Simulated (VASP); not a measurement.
SnCl4, in a box:

```
Sn Cl
1.0
    14.20770    0.00000    0.00000
     0.00000   14.70770    0.00000
     0.00000    0.00000   15.20770
Sn Cl
1 4
Direct
  0.50000 0.50340 0.50000
  0.53217 0.36725 0.57023
  0.62120 0.60512 0.52599
  0.36041 0.56280 0.55353
  0.48622 0.47843 0.35025
```

Base run:

* Program: VASP 6.6.1
* Functional: PBE
* Potentials or basis: VASP PAW PBE potentials, release 64 (Sn_d, Cl)
* Cutoff: 400 eV
* k mesh: 1 × 1 × 1
* Occupations: gaussian, width 0.01 eV
* Spin: no spin polarisation

Its results: gap between the frontier levels 4.00 eV; largest force 0.024 eV/Å.

Problem. The run is repeated on the same cell with these changes: functional from PBE to RPBE. What comes out?

Solution. Gap between the frontier levels 4.06 eV; largest force 0.224 eV/Å.

Caveats: spin-orbit coupling is left out, which moves the levels of the heavy elements; the PAW data sets were made with another functional, which shifts forces and pressure a little (some runs).

A k mesh can miss the band edges.

Not every run made on this cell is shown here.
